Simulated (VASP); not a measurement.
Crystal: MgO (Periclase).

```
CELL_PARAMETERS angstrom
0.00000 2.10392 2.10392
2.10392 0.00000 2.10392
2.10392 2.10392 0.00000
ATOMIC_POSITIONS crystal
Mg 0.00000 0.00000 0.00000
O 0.50000 0.50000 0.50000
```

Base run:

| Property | Result |
| --- | --- |
| Program | VASP 6.6.1 |
| Functional | PBE |
| Potentials or basis | VASP PAW PBE potentials, release 64 (Mg, O) |
| Cutoff | 520 eV |
| k mesh | 12 × 12 × 12 |
| Occupations | gaussian, width 0.03 eV |
| Spin | no spin polarisation |

Its results: band gap on the k mesh 4.76 eV, direct; pressure 4.5 GPa.

Q: The run is repeated on the same cell with these changes: functional from PBE to r2SCAN. What comes out?

A: Band gap on the k mesh 5.63 eV, direct; pressure -1.6 GPa.

r2SCAN gives the wider gap, since meta-GGAs in the generalised Kohn-Sham scheme recover part of the derivative discontinuity.

Caveats: the PAW data sets were made with another functional, which shifts forces and pressure a little (some runs).
